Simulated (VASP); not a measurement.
Input:

```
CELL_PARAMETERS angstrom
      2.75474     0.00000     0.00000
     -1.37737     2.38568     0.00000
      0.00000     0.00000     4.44397
ATOMIC_POSITIONS crystal
  Pt 0.00000 0.00000 0.00000
  F  0.33333 0.66667 0.25200
  F  0.66667 0.33333 0.74800
```

Computed with PBE GGA, VASP's PBE PAW potentials (set 64) (plane waves; VASP 6.6.1). Run with 400 eV cut-off, 9×9×5 Γ-centred mesh, Gaussian smearing of 0.10 eV, potentials Pt F.

Question: Give the energies of bands 9 to 15 at the high-symmetry points, in eV from the Fermi level.

Answer: 
```tsv
band	Γ	M	K	A	L	H
9	-4.46	-5.55	-3.37	-4.49	-5.61	-3.32
10	-4.46	-2.08	-3.20	-4.49	-2.08	-3.32
11	-3.76	-2.01	-3.20	-3.56	-2.00	-3.29
12	-0.53	0.18	0.11	-0.28	0.10	0.43
13	-0.42	0.48	0.11	-0.28	0.35	0.43
14	-0.42	5.64	8.65	1.11	5.66	8.86
15	5.91	7.99	10.28	4.44	7.88	9.20
```

It has no gap at this level: it comes out as a metal or semimetal.

The structure was generated: PtF2 was put into an ordered model structure, which need not be its known phase. The cell was not relaxed at this level.
